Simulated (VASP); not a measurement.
These are PBE GGA, VASP's PBE PAW potentials (set 64) (plane waves; VASP) values and carry that method's errors.

The input files of a VASP run:

KPOINTS:
```
K-points
0
gamma
  1 1 1
```

**INCAR**
```
! general
SYSTEM     = C31NSi31
PREC       = Normal
ENCUT      = 400   ! plane-wave cut-off (eV)
LREAL      = Auto   ! projection in real space or not
LASPH      = .True.
ISYM       = 0

! electronic loop
EDIFF      = 1E-6   ! SCF stop (eV)
NELM       = 100   ! most electronic steps
NELMIN     = 4
ALGO       = Fast   ! Davidson, then RMM-DIIS

! smearing
ISMEAR     = 0   ! Gaussian
SIGMA      = 0.05   ! width (eV)

! functional
GGA        = PE

! spin
ISPIN      = 2
MAGMOM     = 63*0.0159
NUPDOWN    = 1

! output
LWAVE      = .True.
LCHARG     = .False.
LORBIT     = 11

! other
LHYPERFINE = .True.
```

**POSCAR**
```
C31NSi31
8.7583310
  1.0000000497   0.0000000000   0.0000000000
  0.0000000000   1.0000000497   0.0000000000
  0.0000000000   0.0000000000   1.0000000497
Si C N
31 31 1
direct
  0.4980966824   0.9994196591   0.9988386011
  0.7498157532   0.2510128380   0.9996655185
  0.7487344761   0.0011864037   0.2513005438
  0.9992030727   0.9996061056   0.9993425209
  0.2488017515   0.2472806760   0.9986366619
  0.5025057364   0.4986915027   0.0004510730
  0.7498084909   0.7493695022   0.0007305913
  0.2489440015   0.9993458471   0.2482125208
  0.7488087733   0.4986672906   0.2550212609
  0.5014922518   0.0010237482   0.4988951139
  0.7489401648   0.2552461291   0.4988499468
  0.7499994795   0.0009748188   0.7492660176
  0.9992820474   0.4998459677   0.0008050066
  0.2498179525   0.7493645279   0.9998036739
  0.9997766958   0.2500968271   0.2498629801
  0.2506443869   0.4986437892   0.2522710107
  0.4999859686   0.7501309687   0.2498451906
  0.9991499081   0.0009434026   0.4998962870
  0.2497082595   0.2509021541   0.4998825617
  0.5050170389   0.4986712634   0.4987610320
  0.7503521185   0.7504176947   0.5002643717
  0.2492725839   0.9995199320   0.7490141491
  0.4999801246   0.2501376239   0.7496314946
  0.7506246075   0.5006892831   0.7499434205
  0.9994159839   0.7494999108   0.2505960075
  0.0001800902   0.5005964705   0.5004693553
  0.2507717057   0.7492873683   0.4996976651
  0.9994089523   0.2503256592   0.7494166045
  0.2508539212   0.4998654885   0.7492649617
  0.5006895717   0.7495199867   0.7493902170
  0.0000274185   0.7500452683   0.7499214133
  0.6379114810   0.1108822619   0.1093710922
  0.8726227634   0.3752587054   0.1274320594
  0.8726300252   0.1278233473   0.3751222855
  0.1239517051   0.1242154373   0.1241639574
  0.3604396626   0.3870963393   0.1101362990
  0.6252253898   0.6226385892   0.1276930155
  0.8750502473   0.8742583430   0.1247150647
  0.3594283446   0.1106389098   0.3882667511
  0.8754384428   0.6256595689   0.3755558517
  0.6252993802   0.1277872054   0.6226447001
  0.8756788686   0.3759128261   0.6255341532
  0.8755675991   0.1251415930   0.8738520292
  0.1245707450   0.6249150192   0.1248877375
  0.3743282237   0.8745025956   0.1243258154
  0.1247783065   0.3752736191   0.3755585385
  0.3777927656   0.6226255761   0.3750430670
  0.6252677664   0.8752506847   0.3750998757
  0.1236760656   0.1250731825   0.6255330166
  0.3774408466   0.3752545492   0.6226140083
  0.6256406234   0.6257288631   0.6253275756
  0.8748635327   0.8755747862   0.6248765715
  0.3741658403   0.1241995061   0.8736796206
  0.6257227059   0.3753616698   0.8745172616
  0.8750134004   0.6251231095   0.8755298937
  0.1237245790   0.8737660756   0.3750644992
  0.1256180674   0.6250694749   0.6249172778
  0.3747686518   0.8741453542   0.6250251865
  0.1239048675   0.3753153788   0.8738914600
  0.3749486305   0.6249831444   0.8745363799
  0.6250898978   0.8738305358   0.8737741505
  0.1247971529   0.8745439198   0.8747705975
  0.6412054512   0.3911527212   0.3911964343
```

POTCAR, in this order: Si C N (PBE.64 set). Program: vasp_gam. Read from the step before: WAVECAR.

The resulting files:

File OUTCAR:
```
 ion  position               nearest neighbor table
   1  0.498  0.999  0.999-  32 1.84  53 1.89  45 1.89  61 1.91   5 3.08  14 3.09   8 3.09  22 3.09
                            30 3.09  23 3.10  17 3.10  12 3.11   7 3.11   3 3.12   2 3.12
   2  0.750  0.251  1.000-  32 1.84  54 1.89  33 1.90  43 1.91   6 3.07  13 3.09  24 3.09  28 3.10
                            23 3.10  15 3.10  12 3.10   4 3.10   3 3.11   9 3.12   1 3.12
   3  0.749  0.001  0.251-  32 1.85  48 1.89  34 1.89  38 1.92  10 3.06  18 3.09  21 3.09  17 3.10
                            15 3.10   2 3.11  11 3.11  25 3.11   7 3.11   4 3.11   1 3.12
   4  0.999  1.000  0.999-  35 1.89  43 1.89  38 1.90  62 1.90   5 3.08   8 3.09  31 3.09  12 3.09
                             7 3.09  22 3.10  28 3.10   2 3.10  14 3.10  15 3.10  25 3.10   3 3.11
   5  0.249  0.247  0.999-  36 1.85  53 1.89  35 1.89  59 1.91   1 3.08   4 3.08  22 3.08   8 3.08
                            28 3.09  23 3.10  15 3.10  29 3.11  13 3.11  16 3.13   6 3.13
   6  0.503  0.499  0.000-  36 1.85  54 1.88  37 1.89  60 1.92   2 3.07   7 3.08  24 3.09  23 3.09
                            17 3.10   9 3.10  30 3.11  29 3.11  14 3.12  16 3.12   5 3.13
   7  0.750  0.749  0.001-  38 1.89  55 1.89  61 1.90  37 1.91   6 3.08  17 3.09  13 3.09  25 3.09
                            24 3.09   4 3.09  30 3.10  31 3.10   1 3.11   3 3.11  12 3.12   9 3.13
   8  0.249  0.999  0.248-  39 1.84  35 1.89  45 1.89  56 1.91   5 3.08  14 3.09   1 3.09   4 3.09
                            25 3.09  15 3.10  17 3.10  18 3.11  27 3.11  19 3.12  10 3.12
   9  0.749  0.499  0.255-  63 1.79  40 1.89  33 1.90  37 1.90  11 3.02  20 3.02  26 3.08  21 3.08
                            15 3.09  17 3.10   6 3.10  25 3.11   2 3.12  13 3.13   7 3.13
  10  0.501  0.001  0.499-  39 1.85  48 1.89  41 1.89  58 1.92   3 3.06  12 3.09  21 3.09  23 3.10
                            17 3.10  19 3.11  11 3.11  30 3.11  22 3.11  27 3.11   8 3.12
  11  0.749  0.255  0.499-  63 1.79  42 1.89  34 1.90  41 1.90   9 3.02  20 3.02  24 3.08  26 3.08
                            23 3.10  15 3.10  28 3.10   3 3.11  10 3.11  18 3.12  12 3.13
  12  0.750  0.001  0.749-  43 1.89  52 1.89  61 1.90  41 1.91  18 3.09  28 3.09  10 3.09  23 3.09
                             4 3.09  21 3.09   2 3.10  30 3.10  31 3.10   1 3.11   7 3.12  11 3.13
  13  0.999  0.500  0.001-  44 1.89  55 1.90  59 1.90  33 1.91   2 3.09  15 3.09   7 3.09  25 3.09
                            24 3.09  14 3.10  28 3.10  31 3.10   5 3.11  16 3.11  29 3.12   9 3.13
  14  0.250  0.749  1.000-  45 1.89  60 1.90  44 1.90  62 1.90   1 3.09   8 3.09  31 3.09  29 3.10
                            13 3.10  17 3.10   4 3.10  22 3.10  25 3.10  30 3.10  16 3.12   6 3.12
  15  1.000  0.250  0.250-  34 1.89  33 1.90  35 1.90  46 1.90  13 3.09  18 3.09  16 3.09   9 3.09
                            11 3.10   8 3.10  19 3.10   3 3.10   2 3.10   5 3.10   4 3.10  26 3.10
  16  0.251  0.499  0.252-  36 1.85  46 1.88  47 1.89  44 1.92  19 3.07  27 3.08  26 3.09  15 3.09
                            17 3.10  20 3.10  25 3.11  13 3.11  14 3.12   6 3.12   5 3.13
  17  0.500  0.750  0.250-  37 1.90  47 1.90  45 1.90  48 1.90   7 3.09  27 3.09   3 3.10  10 3.10
                            14 3.10   8 3.10   1 3.10   9 3.10  20 3.10  21 3.10  16 3.10   6 3.10
  18  0.999  0.001  0.500-  49 1.89  52 1.89  56 1.90  34 1.91  12 3.09  28 3.09   3 3.09  15 3.09
                            22 3.09  21 3.09  19 3.10  25 3.10  31 3.10   8 3.11  27 3.12  11 3.12
  19  0.250  0.251  0.500-  39 1.84  46 1.89  50 1.90  49 1.91  16 3.07  29 3.09  26 3.09  28 3.10
                            15 3.10  23 3.10  18 3.10  22 3.10  10 3.11  20 3.12   8 3.12
  20  0.505  0.499  0.499-  63 1.79  51 1.89  50 1.90  47 1.90  11 3.02   9 3.02  24 3.08  21 3.08
...
```

### OSZICAR
```
       N       E                     dE             d eps       ncg     rms          rms(c)
DAV:   1    -0.467877861327E+03   -0.46788E+03   -0.15788E-05   864   0.113E-02    0.332E-03
RMM:   2    -0.467877861130E+03    0.19669E-06   -0.33154E-06   459   0.455E-03    0.194E-03
RMM:   3    -0.467877861100E+03    0.30635E-07   -0.10002E-06   485   0.208E-03    0.982E-04
RMM:   4    -0.467877861120E+03   -0.20118E-07   -0.30025E-07   437   0.107E-03
   1 F= -.46787786E+03 E0= -.46787786E+03  d E =-.305904E-16  mag=     1.0000
```

File OUTCAR:
```
------------------------ aborting loop because EDIFF is reached ----------------------------------------
  FORCE on cell =-STRESS in cart. coord.  units (eV):
  Direction    XX          YY          ZZ          XY          YZ          ZX
  --------------------------------------------------------------------------------------
  Total       -2.7741000     -4.9572786     -2.7505451      4.1417224      4.0924436      2.2378298
  in kB       -6.6155897    -11.8219680     -6.5594167      9.8770544      9.7595357      5.3367089
  external PRESSURE =      -8.3323248 kB  Pullay stress =       0.0000000 kB
  volume of cell :      671.84
      direct lattice vectors                 reciprocal lattice vectors
     8.758331436  0.000000000  0.000000000     0.114176999  0.000000000  0.000000000
     0.000000000  8.758331436  0.000000000     0.000000000  0.114176999  0.000000000
     0.000000000  0.000000000  8.758331436     0.000000000  0.000000000  0.114176999
 POSITION                                       TOTAL-FORCE (eV/Angst)
 -----------------------------------------------------------------------------------
      4.36250      8.75325      8.74816        -0.006594     -0.012247      0.002337
      6.56713      2.19845      8.75540        -0.001339     -0.000300      0.012571
      6.55766      0.01039      2.20097         0.007891      0.000679      0.009406
      8.75135      8.75488      8.75257        -0.012440     -0.001043     -0.005536
      2.17909      2.16577      8.74639        -0.006594     -0.009294     -0.002787
      4.40111      4.36771      0.00395         0.003834      0.012468      0.001053
      6.56707      6.56323      0.00640        -0.005977      0.001172      0.000049
      2.18033      8.75260      2.17393         0.000690     -0.005726     -0.008731
      6.55832      4.36749      2.23356        -0.001616     -0.002521      0.000667
      4.39224      0.00897      4.36949         0.005365      0.000139     -0.005854
      6.55947      2.23553      4.36909        -0.007526      0.000584     -0.006051
      6.56874      0.00854      6.56232        -0.004534      0.000538      0.004337
      8.75204      4.37782      0.00705        -0.002762      0.001137      0.001650
      2.18799      6.56318      8.75661         0.000471     -0.002528     -0.002522
      8.75638      2.19043      2.18838        -0.002230     -0.000716      0.003380
      2.19523      4.36729      2.20947         0.002655      0.007584      0.007761
      4.37904      6.56990      2.18823        -0.001265      0.000642      0.004747
      8.75089      0.00826      4.37826         0.005633      0.001292     -0.004482
      2.18703      2.19748      4.37814         0.007682      0.006856     -0.006197
      4.42311      4.36753      4.36831         0.005504     -0.000430     -0.004521
      6.57183      6.57241      4.38148         0.003713     -0.005764     -0.000995
      2.18321      8.75413      6.56011         0.002274      0.004493     -0.001825
      4.37899      2.19079      6.56552        -0.001814     -0.008403      0.006222
      6.57422      4.38520      6.56825         0.000841      0.002500      0.001387
      8.75322      6.56437      2.19480        -0.006188      0.000250      0.005361
      0.00158      4.38439      4.38328        -0.013524      0.007973      0.001825
      2.19634      6.56251      4.37652         0.005052      0.004435     -0.006708
      8.75315      2.19244      6.56364        -0.003648     -0.006223      0.000236
      2.19706      4.37799      6.56231         0.004048     -0.001478      0.001209
      4.38521      6.56454      6.56341         0.003061     -0.001656     -0.001199
      0.00024      6.56915      6.56806        -0.005845     -0.002044      0.002966
      5.58704      0.97114      0.95791         0.005153      0.001229     -0.001076
      7.64272      3.28664      1.11609         0.002361     -0.007866      0.000804
      7.64278      1.11952      3.28545         0.004127      0.000682     -0.005068
      1.08561      1.08792      1.08747         0.003506      0.002042     -0.000868
      3.15685      3.39032      0.96461        -0.011457      0.005669      0.002359
      5.47593      5.45328      1.11838        -0.005794     -0.005557      0.001229
      7.66398      7.65704      1.09230         0.006309      0.003121      0.006698
      3.14799      0.96901      3.40057         0.001686      0.000941     -0.011566
      7.66738      5.47973      3.28924         0.007976      0.001530      0.001364
      5.47658      1.11920      5.45333        -0.005923      0.003544      0.000681
      7.66949      3.29237      5.47864         0.004706      0.000270      0.004265
      7.66851      1.09603      7.65349         0.010778      0.005035     -0.005368
      1.09103      5.47321      1.09381        -0.002578      0.008207     -0.001074
      3.27849      7.65918      1.08889         0.000304     -0.001586     -0.004345
      1.09285      3.28677      3.28927         0.002458      0.001838      0.000938
      3.30883      5.45316      3.28475         0.000026     -0.005061     -0.000130
      5.47630      7.66574      3.28525        -0.004129      0.005158      0.005784
      1.08320      1.09543      5.47863         0.005828      0.008671      0.005300
      3.30575      3.28660      5.45306         0.004166     -0.004774     -0.002030
      5.47957      5.48034      5.47683        -0.007992     -0.002431      0.006760
      7.66234      7.66857      5.47288         0.004208      0.005418      0.000570
      3.27707      1.08778      7.65198        -0.000923      0.003156      0.005078
      5.48029      3.28754      7.65931        -0.003506      0.000013      0.006611
      7.66366      5.47504      7.66818         0.001568     -0.003256      0.002257
      1.08362      7.65273      3.28494         0.000014     -0.000753     -0.008731
      1.10020      5.47457      5.47323         0.005440     -0.001048      0.003890
      3.28235      7.65605      5.47418         0.005294      0.002693      0.000848
      1.08520      3.28714      7.65383        -0.002411     -0.008489     -0.007484
      3.28392      5.47381      7.65948         0.002460      0.003109     -0.006341
      5.47474      7.65330      7.65280        -0.008330     -0.004034     -0.006031
      1.09301      7.65955      7.66153         0.002014      0.002677     -0.002990
      5.61589      3.42585      3.42623        -0.002157     -0.012517     -0.002090
 -----------------------------------------------------------------------------------
    total drift:                                0.001533     -0.001804      0.010470
  FREE ENERGIE OF THE ION-ELECTRON SYSTEM (eV)
  ---------------------------------------------------
  free  energy   TOTEN  =      -467.8778611199 eV

  energy  without entropy=     -467.8778611199  energy(sigma->0) =     -467.87786112

 total charge

# of ion       s       p       d       tot
------------------------------------------
    1        0.700   0.977   0.000   1.677
    2        0.700   0.977   0.000   1.677
    3        0.700   0.973   0.000   1.673
    4        0.699   0.965   0.000   1.664
    5        0.700   0.978   0.000   1.678
    6        0.700   0.974   0.000   1.674
    7        0.699   0.958   0.000   1.657
    8        0.700   0.977   0.000   1.677
    9        0.691   0.946   0.000   1.637
   10        0.700   0.973   0.000   1.673
   11        0.691   0.946   0.000   1.637
   12        0.698   0.958   0.000   1.656
   13        0.699   0.959   0.000   1.657
   14        0.699   0.965   0.000   1.664
   15        0.699   0.964   0.000   1.663
   16        0.700   0.973   0.000   1.674
   17        0.699   0.964   0.000   1.663
   18        0.698   0.958   0.000   1.656
   19        0.700   0.977   0.000   1.677
   20        0.691   0.946   0.000   1.637
   21        0.699   0.966   0.000   1.665
...
```
(Selected blocks of OUTCAR.)

### OUTCAR
```
 val. band max:        8.0487898646   @ k =   0.0000   0.0000   0.0000

 cond. band min:       8.6314716338   @ k =   0.0000   0.0000   0.0000


 Fermi energy:         8.3409165539

 spin component 1

 k-point     1 :       0.0000    0.0000    0.0000
  band No.  band energies     occupation
      1      -8.1125      1.00000
      2      -7.3185      1.00000
      3      -6.0927      1.00000
      4      -6.0911      1.00000
      5      -6.0829      1.00000
      6      -6.0553      1.00000
      7      -5.8860      1.00000
      8      -5.5460      1.00000
      9      -4.7338      1.00000
     10      -4.7059      1.00000
     11      -4.6973      1.00000
     12      -4.6887      1.00000
     13      -4.6789      1.00000
     14      -4.6761      1.00000
     15      -4.6520      1.00000
     16      -4.6489      1.00000
     17      -4.5893      1.00000
     18      -4.5634      1.00000
     19      -4.3083      1.00000
     20      -4.2731      1.00000
     21      -4.1052      1.00000
     22      -4.0807      1.00000
     23      -3.7912      1.00000
     24      -2.9103      1.00000
     25      -2.6756      1.00000
     26      -2.6596      1.00000
     27      -2.5934      1.00000
     28      -2.4860      1.00000
     29      -2.4772      1.00000
     30      -2.4715      1.00000
     31      -2.3746      1.00000
     32      -2.2635      1.00000
     33      -0.7775      1.00000
     34      -0.7692      1.00000
     35      -0.7411      1.00000
     36      -0.6948      1.00000
     37      -0.1523      1.00000
     38      -0.1505      1.00000
     39       0.0655      1.00000
     40       0.4761      1.00000
     41       0.4783      1.00000
     42       0.6074      1.00000
     43       0.6076      1.00000
     44       0.6320      1.00000
     45       1.1797      1.00000
     46       1.5150      1.00000
     47       1.5182      1.00000
     48       1.6620      1.00000
     49       1.6688      1.00000
...
```

At this cut-off the stress carries a Pulay error, which pulls relaxed volumes low.  The supercell is sampled at Γ alone, which is coarse: total energies, pressure and levels can be off, energies of defects by several tenths of an eV.

The cell is a supercell with a defect, built from SiC (zinc blende): N_C-vac_Si.
